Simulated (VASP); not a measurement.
# Lattice vibrations of SnSe2, part 3 of 5

Wanted: whether SnSe2 is dynamically stable, and its vibrational spectrum. The start is a cell from a database of measured crystal structures.

VASP 6.6.1; PBEsol; plane waves and PAW (Sn_d, Se).

So far. Step 2 (Relax the host): The run ended after 6 ionic steps, 0.034 eV below its first step, once forces and stress met EDIFFG = -0.02. Step 3 (Tight relaxation): The run ended after 13 ionic steps, 0.003 eV below its first step, once forces and stress met EDIFFG = -0.002. The relaxed cell has a = 3.818, c = 6.116 Å (conventional setting).

### Step 4. Born charges and dielectric tensor

In a polar insulator long-range dipole fields split longitudinal from transverse optical modes; these two tensors supply that term.

The input, INCAR:

```
SYSTEM = SnSe2
PREC = Accurate
ENCUT = 350
EDIFF = 1E-08
NELM = 120
ISMEAR = 0
SIGMA = 0.05
LREAL = .FALSE.
ALGO = Normal
GGA = PS
NBANDS = 19
LWAVE = .FALSE.
LCHARG = .FALSE.
KPAR = 4
LEPSILON = .TRUE.
```

The input, POSCAR:

```
SnSe2
1.0
    3.8182361401      0.0000000000      0.0000000000
   -1.9091180700      3.3066894950      0.0000000000
    0.0000000000      0.0000000000      6.1158141488
Sn Se
1 2
Direct
    0.0000000000      0.0000000000      0.0000000000
    0.6666666667      0.3333333333      0.7404062048
    0.3333333333      0.6666666667      0.2595937952
```

The input, KPOINTS:

```
Automatic mesh
0
Gamma
8 8 5
0 0 0
```

The projector-augmented-wave data sets are Sn_d and Se (PBE family, release 64).

Command:

```bash
$ mpirun -np 4 vasp_std
```

The program printed:

```text
[... set-up lines as in an earlier step ...]
 entering main loop
       N       E                     dE             d eps       ncg     rms          rms(c)
DAV:   1     0.172699266487E+03    0.17270E+03   -0.99105E+03  1529   0.120E+03
DAV:   2     0.546372200987E+01   -0.16724E+03   -0.16224E+03  1620   0.315E+02
DAV:   3    -0.126717833363E+02   -0.18136E+02   -0.17720E+02  1874   0.103E+02
DAV:   4    -0.132282812364E+02   -0.55650E+00   -0.55565E+00  1812   0.194E+01
DAV:   5    -0.132409146908E+02   -0.12633E-01   -0.12633E-01  2097   0.291E+00    0.495E+00
DAV:   6    -0.130040280674E+02    0.23689E+00   -0.47319E-01  2253   0.778E+00    0.313E+00
DAV:   7    -0.129780505088E+02    0.25978E-01   -0.13966E-01  1813   0.261E+00    0.896E-01
DAV:   8    -0.129761053987E+02    0.19451E-02   -0.10265E-02  1895   0.986E-01    0.251E-01
DAV:   9    -0.129761224801E+02   -0.17081E-04   -0.10868E-03  1695   0.238E-01    0.743E-02
DAV:  10    -0.129761252328E+02   -0.27527E-05   -0.90332E-05  1881   0.597E-02    0.281E-02
DAV:  11    -0.129761367972E+02   -0.11564E-04   -0.20470E-05  1622   0.252E-02    0.548E-03
DAV:  12    -0.129761369708E+02   -0.17359E-06   -0.11169E-06  2030   0.810E-03    0.457E-03
DAV:  13    -0.129761372130E+02   -0.24221E-06   -0.77354E-07  1628   0.539E-03    0.185E-03
DAV:  14    -0.129761372333E+02   -0.20306E-07   -0.33750E-08  1761   0.105E-03    0.838E-04
DAV:  15    -0.129761372327E+02    0.56434E-09   -0.76337E-09  1289   0.635E-04
   1 F= -.12976137E+02 E0= -.12976137E+02  d E =-.159650E-16
 Linear response reoptimize wavefunctions to high precision
DAV:   1    -0.129761372448E+02   -0.12122E-07   -0.13772E-09  1329   0.228E-04
DAV:   2    -0.129761372448E+02    0.48658E-10   -0.92531E-11   877   0.747E-05
 Linear response G [H, r] |phi>, progress :
  Direction:   1
       N       E                     dE             d eps       ncg     rms
RMM:   1    -0.514324098000E+02   -0.51432E+02    0.10990E+03  1829   0.304E+02
RMM:   2    -0.905811300279E+02   -0.39149E+02   -0.49712E+01  2990   0.436E+01
RMM:   3    -0.910003680536E+02   -0.41924E+00   -0.12222E+00  2994   0.104E+01
RMM:   4    -0.910615531999E+02   -0.61185E-01   -0.19677E-01  3260   0.308E+00
RMM:   5    -0.910644471319E+02   -0.28939E-02   -0.16549E-02  3257   0.117E+00
RMM:   6    -0.910671618065E+02   -0.27147E-02   -0.11061E-02  3350   0.433E-01
RMM:   7    -0.910672204444E+02   -0.58638E-04   -0.18967E-03  3386   0.175E-01
RMM:   8    -0.910672395938E+02   -0.19149E-04    0.16961E-04  3508   0.706E-02
RMM:   9    -0.910672422571E+02   -0.26634E-05    0.64816E-04  3459   0.258E-02
RMM:  10    -0.910672441800E+02   -0.19229E-05    0.49099E-04  3385   0.114E-02
RMM:  11    -0.910672441295E+02    0.50541E-07    0.13633E-04  3146   0.538E-03
RMM:  12    -0.910672440206E+02    0.10890E-06    0.49641E-05  2679   0.301E-03
RMM:  13    -0.910672442096E+02   -0.18908E-06   -0.18323E-05  2337   0.185E-03
RMM:  14    -0.910672443433E+02   -0.13368E-06    0.13963E-05  2149   0.140E-03
RMM:  15    -0.910672443197E+02    0.23638E-07   -0.39249E-05  2049   0.118E-03
RMM:  16    -0.910672444207E+02   -0.10107E-06    0.22896E-05  1969   0.106E-03
RMM:  17    -0.910672442635E+02    0.15724E-06   -0.38760E-05  1952   0.985E-04
RMM:  18    -0.910672444419E+02   -0.17842E-06    0.70970E-07  1924   0.947E-04
RMM:  19    -0.910672443735E+02    0.68450E-07   -0.27743E-05  1874   0.927E-04
RMM:  20    -0.910672444380E+02   -0.64522E-07    0.13474E-05  1856   0.921E-04
 Linear response G [H, r] |phi>, progress :
  Direction:   2
       N       E                     dE             d eps       ncg     rms
RMM:   1    -0.547357891314E+02   -0.54736E+02    0.10526E+03  1852   0.301E+02
RMM:   2    -0.891437017825E+02   -0.34408E+02   -0.50326E+01  2975   0.429E+01
RMM:   3    -0.893478698633E+02   -0.20417E+00   -0.13785E+00  3011   0.101E+01
RMM:   4    -0.894010798146E+02   -0.53210E-01   -0.15853E-01  3298   0.287E+00
RMM:   5    -0.894060421333E+02   -0.49623E-02   -0.18460E-02  3301   0.989E-01
RMM:   6    -0.894081507125E+02   -0.21086E-02   -0.76199E-03  3404   0.352E-01
RMM:   7    -0.894081887533E+02   -0.38041E-04   -0.10102E-03  3412   0.134E-01
RMM:   8    -0.894082147903E+02   -0.26037E-04   -0.17404E-04  3496   0.479E-02
RMM:   9    -0.894082178884E+02   -0.30981E-05    0.14904E-03  3457   0.191E-02
RMM:  10    -0.894082192945E+02   -0.14061E-05    0.46843E-04  3334   0.806E-03
RMM:  11    -0.894082192946E+02   -0.10344E-09    0.18950E-04  3092   0.397E-03
RMM:  12    -0.894082193893E+02   -0.94747E-07    0.11512E-04  2635   0.213E-03
RMM:  13    -0.894082192404E+02    0.14893E-06   -0.13565E-05  2310   0.152E-03
RMM:  14    -0.894082193122E+02   -0.71817E-07    0.35992E-05  2111   0.121E-03
RMM:  15    -0.894082193230E+02   -0.10792E-07   -0.35398E-05  2024   0.111E-03
RMM:  16    -0.894082193803E+02   -0.57274E-07    0.21038E-05  2002   0.106E-03
RMM:  17    -0.894082192886E+02    0.91641E-07    0.31342E-07  1982   0.102E-03
RMM:  18    -0.894082193369E+02   -0.48266E-07   -0.24244E-05  1942   0.101E-03
RMM:  19    -0.894082193193E+02    0.17641E-07   -0.13100E-05  1916   0.100E-03
 Linear response G [H, r] |phi>, progress :
  Direction:   3
       N       E                     dE             d eps       ncg     rms
RMM:   1    -0.625981231679E+02   -0.62598E+02    0.10284E+03  1872   0.302E+02
RMM:   2    -0.895903531006E+02   -0.26992E+02   -0.50027E+01  2904   0.422E+01
RMM:   3    -0.898088579782E+02   -0.21850E+00   -0.11538E+00  3010   0.103E+01
RMM:   4    -0.898830883591E+02   -0.74230E-01   -0.19035E-01  3279   0.294E+00
RMM:   5    -0.898855880941E+02   -0.24997E-02   -0.26108E-03  3278   0.110E+00
RMM:   6    -0.898893020977E+02   -0.37140E-02   -0.78933E-03  3382   0.390E-01
RMM:   7    -0.898893599006E+02   -0.57803E-04   -0.46576E-04  3346   0.143E-01
RMM:   8    -0.898894296120E+02   -0.69711E-04   -0.14875E-04  3405   0.559E-02
RMM:   9    -0.898894293861E+02    0.22586E-06    0.14738E-05  3365   0.226E-02
RMM:  10    -0.898894323999E+02   -0.30138E-05    0.17740E-04  3287   0.973E-03
RMM:  11    -0.898894326057E+02   -0.20582E-06    0.25807E-05  2953   0.421E-03
RMM:  12    -0.898894327092E+02   -0.10349E-06    0.51133E-05  2380   0.194E-03
RMM:  13    -0.898894327498E+02   -0.40607E-07    0.15263E-05  2162   0.920E-04
RMM:  14    -0.898894328157E+02   -0.65895E-07    0.16259E-07  1989   0.559E-04
RMM:  15    -0.898894328427E+02   -0.27004E-07    0.97489E-06  1784   0.380E-04
RMM:  16    -0.898894328396E+02    0.30767E-08   -0.76140E-07  1656   0.303E-04
RMM:  17    -0.898894328536E+02   -0.13974E-07    0.71715E-06  1512   0.265E-04
RMM:  18    -0.898894328441E+02    0.94896E-08    0.44451E-06  1447   0.250E-04
[...]
RMM:   2    -0.287908629545E+01   -0.16944E+01   -0.20172E-01  2931   0.234E+00
RMM:   3    -0.289472674783E+01   -0.15640E-01   -0.15343E-02  2999   0.509E-01
RMM:   4    -0.289499027568E+01   -0.26353E-03   -0.68893E-04  3040   0.138E-01
RMM:   5    -0.289501974298E+01   -0.29467E-04   -0.12204E-04  3172   0.435E-02
RMM:   6    -0.289502152087E+01   -0.17779E-05   -0.14167E-05  3105   0.143E-02
RMM:   7    -0.289502178979E+01   -0.26892E-06   -0.14542E-06  3128   0.452E-03
RMM:   8    -0.289502181325E+01   -0.23456E-07   -0.21673E-07  2960   0.170E-03
RMM:   9    -0.289502181816E+01   -0.49123E-08   -0.35092E-07  2424   0.685E-04
RMM:  10    -0.289502182539E+01   -0.72311E-08   -0.25541E-07  1797   0.359E-04
RMM:  11    -0.289502182607E+01   -0.68221E-09   -0.58514E-08  1499   0.200E-04
 change of polarisation eV/A/(eV/A) component  1 :     5.790    -1.699    -0.214
 dielectric tensor                  component  1 :    14.569    -3.982    -0.502
 Linear response to external field (no local field effect), progress :
  Direction:   2
       N       E                     dE             d eps       ncg     rms          rms(c)
RMM:   1    -0.125856167985E+01   -0.12586E+01   -0.12423E+00  2100   0.989E+00
RMM:   2    -0.289258643876E+01   -0.16340E+01   -0.15149E-01  2931   0.233E+00
RMM:   3    -0.291523632878E+01   -0.22650E-01   -0.14506E-02  2998   0.495E-01
RMM:   4    -0.291544390344E+01   -0.20757E-03   -0.70996E-04  3083   0.136E-01
RMM:   5    -0.291547848921E+01   -0.34586E-04   -0.15128E-04  3189   0.429E-02
RMM:   6    -0.291548080730E+01   -0.23181E-05   -0.16515E-05  3126   0.139E-02
RMM:   7    -0.291548124436E+01   -0.43706E-06   -0.18156E-06  3170   0.441E-03
RMM:   8    -0.291548128428E+01   -0.39915E-07   -0.29079E-07  2980   0.146E-03
RMM:   9    -0.291548129127E+01   -0.69900E-08    0.42654E-07  2504   0.550E-04
RMM:  10    -0.291548129043E+01    0.83159E-09    0.45230E-07  1799   0.258E-04
RMM:  11    -0.291548128943E+01    0.10002E-08    0.73349E-08  1491   0.151E-04
 change of polarisation eV/A/(eV/A) component  2 :    -1.699     5.831    -0.770
 dielectric tensor                  component  2 :    -3.982    14.665    -1.805
 Linear response to external field (no local field effect), progress :
  Direction:   3
       N       E                     dE             d eps       ncg     rms          rms(c)
RMM:   1    -0.139026693272E+01   -0.13903E+01   -0.31776E+00  2136   0.931E+00
RMM:   2    -0.290953180496E+01   -0.15193E+01   -0.20327E-01  2955   0.226E+00
RMM:   3    -0.292511496687E+01   -0.15583E-01   -0.98666E-03  2985   0.448E-01
RMM:   4    -0.292541778819E+01   -0.30282E-03   -0.50990E-04  3008   0.116E-01
RMM:   5    -0.292543384015E+01   -0.16052E-04   -0.54033E-05  3156   0.343E-02
RMM:   6    -0.292543500875E+01   -0.11686E-05   -0.53195E-06  3115   0.100E-02
RMM:   7    -0.292543509157E+01   -0.82812E-07   -0.48171E-07  3102   0.313E-03
RMM:   8    -0.292543509425E+01   -0.26844E-08    0.97527E-07  2871   0.113E-03
RMM:   9    -0.292543509846E+01   -0.42092E-08    0.52232E-06  2406   0.440E-04
RMM:  10    -0.292543509425E+01    0.42109E-08    0.81346E-07  1739   0.230E-04
RMM:  11    -0.292543510056E+01   -0.63084E-08    0.36878E-08  1506   0.122E-04
 change of polarisation eV/A/(eV/A) component  3 :    -0.214    -0.770     5.851
 dielectric tensor                  component  3 :    -0.502    -1.805    14.711
 Linear response to external field, progress :
  Direction:   1
       N       E                     dE             d eps       ncg     rms          rms(c)
RMM:   1    -0.123324619472E+01   -0.12332E+01   -0.86604E-01  4930   0.100E+01
RMM:   2    -0.288648609160E+01   -0.16532E+01   -0.18053E-01  6798   0.234E+00    0.238E+00
RMM:   3    -0.279360818313E+01    0.92878E-01   -0.12443E-01  6316   0.177E+00    0.126E+00
RMM:   4    -0.285546712325E+01   -0.61859E-01   -0.97898E-02  6566   0.157E+00    0.321E-01
RMM:   5    -0.289123020141E+01   -0.35763E-01   -0.36349E-03  6656   0.406E-01    0.418E-02
RMM:   6    -0.289113814513E+01    0.92056E-04   -0.27267E-04  7092   0.120E-01    0.268E-02
RMM:   7    -0.289332048171E+01   -0.21823E-02   -0.37721E-05  6727   0.395E-02    0.360E-03
RMM:   8    -0.289358597930E+01   -0.26550E-03   -0.13794E-06  7402   0.128E-02    0.161E-03
RMM:   9    -0.289358092777E+01    0.50515E-05   -0.44008E-06  7140   0.408E-03    0.302E-04
RMM:  10    -0.289358767074E+01   -0.67430E-05    0.57364E-07  7043   0.148E-03    0.172E-04
RMM:  11    -0.289358497809E+01    0.26927E-05   -0.47622E-07  7296   0.596E-04    0.322E-05
RMM:  12    -0.289358474908E+01    0.22901E-06   -0.15479E-07  5920   0.190E-04    0.183E-05
RMM:  13    -0.289358429784E+01    0.45124E-06   -0.92019E-08  3359   0.692E-05    0.578E-06
 change of polarisation eV/A/(eV/A) component  1 :     5.468    -1.355     0.002
 dielectric tensor                  component  1 :    13.813    -3.176     0.006
 Linear response to external field, progress :
  Direction:   2
       N       E                     dE             d eps       ncg     rms          rms(c)
RMM:   1    -0.123137996137E+01   -0.12314E+01   -0.84738E-01  4889   0.991E+00
RMM:   2    -0.288483619079E+01   -0.16535E+01   -0.17117E-01  6824   0.232E+00    0.238E+00
RMM:   3    -0.279371946707E+01    0.91117E-01   -0.12338E-01  6334   0.176E+00    0.126E+00
RMM:   4    -0.285593332791E+01   -0.62214E-01   -0.10005E-01  6573   0.158E+00    0.319E-01
RMM:   5    -0.289079803191E+01   -0.34865E-01   -0.37719E-03  6724   0.413E-01    0.404E-02
RMM:   6    -0.289123000070E+01   -0.43197E-03   -0.31299E-04  7098   0.124E-01    0.263E-02
RMM:   7    -0.289325604421E+01   -0.20260E-02   -0.37147E-05  6811   0.403E-02    0.398E-03
RMM:   8    -0.289357508750E+01   -0.31904E-03   -0.12295E-05  7458   0.136E-02    0.158E-03
RMM:   9    -0.289358786476E+01   -0.12777E-04   -0.38285E-06  7159   0.422E-03    0.441E-04
RMM:  10    -0.289358654546E+01    0.13193E-05   -0.17748E-06  7109   0.154E-03    0.160E-04
RMM:  11    -0.289358544627E+01    0.10992E-05   -0.11504E-06  7486   0.586E-04    0.630E-05
RMM:  12    -0.289358582455E+01   -0.37828E-06    0.19447E-07  5813   0.234E-04    0.121E-05
RMM:  13    -0.289358538124E+01    0.44331E-06   -0.22007E-07  4051   0.868E-05    0.745E-06
 change of polarisation eV/A/(eV/A) component  2 :    -1.356     5.468    -0.000
 dielectric tensor                  component  2 :    -3.177    13.813    -0.000
 Linear response to external field, progress :
  Direction:   3
       N       E                     dE             d eps       ncg     rms          rms(c)
RMM:   1    -0.139026693271E+01   -0.13903E+01   -0.31776E+00  2136   0.931E+00
RMM:   2    -0.290952294355E+01   -0.15193E+01   -0.20319E-01  2951   0.226E+00    0.316E+00
RMM:   3    -0.236981508933E+01    0.53971E+00   -0.53404E-01  2821   0.268E+00    0.101E+00
RMM:   4    -0.238790448063E+01   -0.18089E-01   -0.39653E-02  2952   0.897E-01    0.578E-01
RMM:   5    -0.243424854314E+01   -0.46344E-01   -0.15098E-02  2719   0.628E-01    0.113E-01
RMM:   6    -0.243721042243E+01   -0.29619E-02   -0.10047E-03  3074   0.181E-01    0.569E-02
RMM:   7    -0.244387592448E+01   -0.66655E-02   -0.24636E-04  2872   0.883E-02    0.190E-02
RMM:   8    -0.244368365861E+01    0.19227E-03   -0.17921E-05  3067   0.237E-02    0.693E-03
RMM:   9    -0.244383668957E+01   -0.15303E-03   -0.50031E-06  2949   0.968E-03    0.107E-03
RMM:  10    -0.244383275120E+01    0.39384E-05   -0.29325E-06  3177   0.295E-03    0.783E-04
RMM:  11    -0.244384261260E+01   -0.98614E-05    0.39392E-06  2849   0.113E-03    0.123E-04
RMM:  12    -0.244384121727E+01    0.13953E-05    0.27756E-08  3062   0.338E-04    0.897E-05
RMM:  13    -0.244384342318E+01   -0.22059E-05    0.52854E-07  2551   0.159E-04    0.234E-05
RMM:  14    -0.244384292346E+01    0.49972E-06    0.27780E-07  1602   0.634E-05    0.117E-05
RMM:  15    -0.244384261607E+01    0.30739E-06   -0.11987E-07   919   0.480E-05    0.220E-06
 change of polarisation eV/A/(eV/A) component  3 :    -0.266    -0.673     4.650
 dielectric tensor                  component  3 :    -0.624    -1.576    11.898
 Born effective charges drift removed
```

The job ended after 49 s (4 MPI ranks of Intel Xeon 6975P-C (Granite Rapids), shared host; peak memory 1.2 GiB).

From OUTCAR (step 4):

```text
  LATTYP: Found a hexagonal cell.
 ALAT       =     3.8182361401
 C/A-ratio  =     1.6017380603

The static configuration has the point symmetry D_3d.

 Found     40 irreducible k-points:

   ENCUT  =  350.0 eV  25.72 Ry    5.07 a.u.   5.82  5.82  9.33*2*pi/ulx,y,z

   NELECT =      26.0000    total number of electrons

  Total       -0.0018253     -0.0018253     -0.0158335     -0.0000000      0.0000000      0.0000000
  in kB       -0.0378727     -0.0378727     -0.3285310     -0.0000000      0.0000000      0.0000000
  external PRESSURE =      -0.1347588 kB  Pullay stress =       0.0000000 kB

  energy-cutoff  :      350.00
  volume of cell :       77.22
      direct lattice vectors                 reciprocal lattice vectors
     3.818236140  0.000000000  0.000000000     0.261901036  0.151208634  0.000000000
    -1.909118070  3.306689495  0.000000000     0.000000000  0.302417267  0.000000000
     0.000000000  0.000000000  6.115814149     0.000000000  0.000000000  0.163510528

 POSITION                                       TOTAL-FORCE (eV/Angst)
 -----------------------------------------------------------------------------------
      0.00000      0.00000      0.00000        -0.000000      0.000000      0.000000
      1.90912      1.10223      4.52819         0.000000     -0.000000     -0.001206
     -0.00000      2.20446      1.58763        -0.000000      0.000000      0.001206
 -----------------------------------------------------------------------------------
    total drift:                               -0.000000     -0.000000     -0.000000

 MACROSCOPIC STATIC DIELECTRIC TENSOR (including local field effects in DFT)
 ------------------------------------------------------
          13.812951     0.000000    -0.000000
           0.000000    13.812951     0.000000
          -0.000000    -0.000000    11.898118
 ------------------------------------------------------

 PIEZOELECTRIC TENSOR (including local field effects)  for field in x, y, z        (C/m^2)
          XX          YY          ZZ          XY          YZ          ZX
  --------------------------------------------------------------------------------
  x     0.00000     0.00000     0.00000     0.00000     0.00000     0.00000
  y     0.00000     0.00000     0.00000     0.00000     0.00000     0.00000
  z     0.00000     0.00000     0.00000     0.00000     0.00000     0.00000

 BORN EFFECTIVE CHARGES (including local field effects) (in |e|, cummulative output)
 ---------------------------------------------------------------------------------
 ion    1
    1     5.18807     0.00000     0.00000
    2     0.00000     5.18807     0.00000
    3    -0.00000     0.00000     2.19536
 ion    2
    1    -2.59403    -0.00000     0.00000
    2    -0.00000    -2.59403     0.00000
    3     0.00000     0.00000    -1.09768
 ion    3
    1    -2.59403    -0.00000     0.00000
    2    -0.00000    -2.59403     0.00000
    3     0.00000     0.00000    -1.09768

[... 4 parts as in an earlier step ...]

[... 2 further parts left out ...]
```

Energies printed during the response cycles are not total energies of the cell. With a direct gap this small, the dielectric response converges slowly with the mesh, so tensor and charges are uncertain; a mesh that holds the point of the least gap tends to give too large a tensor.

Numbers from this step:

```yaml
fermi_energy: 4.39 eV
pressure: -0.01348 GPa
least_direct_gap_on_the_k_mesh: 0.9368 eV
```

Electronic dielectric tensor with local fields:

```
13.81  0.00  0.00
 0.00 13.81  0.00
 0.00  0.00 11.90
```

Born effective charge (e), principal values of the symmetric part by kind of site:

| atom | atoms with these values | low | middle | high | mean |
| --- | --- | --- | --- | --- | --- |
| Sn1 | 1 | 2.20 | 5.19 | 5.19 | 4.19 |
| Se2 | 2 | -2.59 | -2.59 | -1.10 | -2.10 |

In full for Se2:

```
-2.59  0.00  0.00
 0.00 -2.59  0.00
 0.00  0.00 -1.10
```

[end of part 3 of 5]

[Lines on the potential files, build, host, timing and source positions are cut from VASP's logs without a mark.]

[Logs are printed without paths, hosts, clocks, repeated set-up lines and the standing remarks that a program may print on its own settings, such as how far it seeks lower states.]

[Hosts, paths, dates, database ids (printed as entryN), source tags and the programs' standing remarks are cut or masked in the printed files.]

[Runs that stopped without an error message from VASP are left out.]
